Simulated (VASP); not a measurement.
LaBiS2O:

```
La Bi S O
1.0
     4.05550    0.00000    0.00000
     0.00000    4.05550    0.00000
     0.00000    0.00000   14.17327
La Bi S O
2 2 4 2
Direct
  0.50000 0.00000 0.58774
  0.00000 0.50000 0.41226
  0.00000 0.50000 0.86777
  0.50000 0.00000 0.13223
  0.50000 0.00000 0.89002
  0.00000 0.50000 0.10998
  0.00000 0.50000 0.69020
  0.50000 0.00000 0.30980
  0.00000 0.00000 0.50000
  0.50000 0.50000 0.50000
```

The cell is a database's computed one.

| Quantity | Value |
| --- | --- |
| Program | VASP 6.6.1 |
| Task | relaxation of cell and atoms |
| Functional | PBEsol |
| Potentials or basis | VASP PAW PBE potentials, release 64 (La, Bi_d, S, O) |
| Cutoff | 600 eV |
| k mesh | 8 × 8 × 4 |
| Occupations | gaussian, width 0.03 eV |
| Spin | no spin polarisation |

At the start: pressure -3.0 GPa; volume 23.31 Å³/atom.

**Question.** How do energy, volume and symmetry change on relaxing?

**Answer.** Over 20 steps the energy falls by 9.6 meV/atom and the volume is 22.28 Å³/atom (-4.4 %); space group P4/nmm (No. 129, to 0.05 Å).

The path:
| step | energy change (eV) | largest force (eV/Å) | pressure (GPa) | volume (Å³) |
| --- | --- | --- | --- | --- |
| 1 | 0.0000 | 0.1655 | -3.01 | 233.11 |
| 2 | -0.0149 | 0.8806 | 2.89 | 218.62 |
| 3 | -0.0776 | 0.3635 | -0.09 | 225.30 |
| 4 | -0.0883 | 0.1226 | -0.04 | 224.10 |
| 5 | -0.0888 | 0.0802 | -0.03 | 223.75 |
| 6 | -0.0921 | 0.0718 | 0.00 | 223.26 |
| 7 | -0.0923 | 0.1050 | 0.02 | 223.10 |
| 8 | -0.0938 | 0.0666 | -0.01 | 222.99 |
| 9 | -0.0945 | 0.0462 | -0.04 | 222.85 |
| 10 | -0.0949 | 0.0347 | 0.06 | 222.61 |
| 11 | -0.0951 | 0.0533 | 0.19 | 222.35 |
| 12 | -0.0952 | 0.0509 | 0.19 | 222.37 |
| 13 | -0.0956 | 0.0425 | 0.15 | 222.45 |
| 14 | -0.0961 | 0.0266 | 0.08 | 222.61 |
| 15 | -0.0959 | 0.0528 | -0.06 | 222.91 |
| 16 | -0.0962 | 0.0273 | 0.02 | 222.72 |
| 17 | -0.0963 | 0.0143 | 0.01 | 222.76 |
| 18 | -0.0963 | 0.0119 | -0.01 | 222.79 |
| 19 | -0.0963 | 0.0118 | -0.02 | 222.78 |
| 20 | -0.0964 | 0.0096 | -0.03 | 222.76 |

Final structure:
```
La Bi S O
1.0
     4.00287    0.00000    0.00000
     0.00000    4.00287    0.00000
     0.00000    0.00000   13.90237
La Bi S O
2 2 4 2
Direct
  0.50000 0.00000 0.58952
  0.00000 0.50000 0.41048
  0.00000 0.50000 0.87015
  0.50000 0.00000 0.12985
  0.50000 0.00000 0.89306
  0.00000 0.50000 0.10694
  0.00000 0.50000 0.69045
  0.50000 0.00000 0.30955
  0.00000 0.00000 0.50000
  0.50000 0.50000 0.50000
```

Caveat: the PAW data sets were made with another functional, which shifts forces and pressure a little.
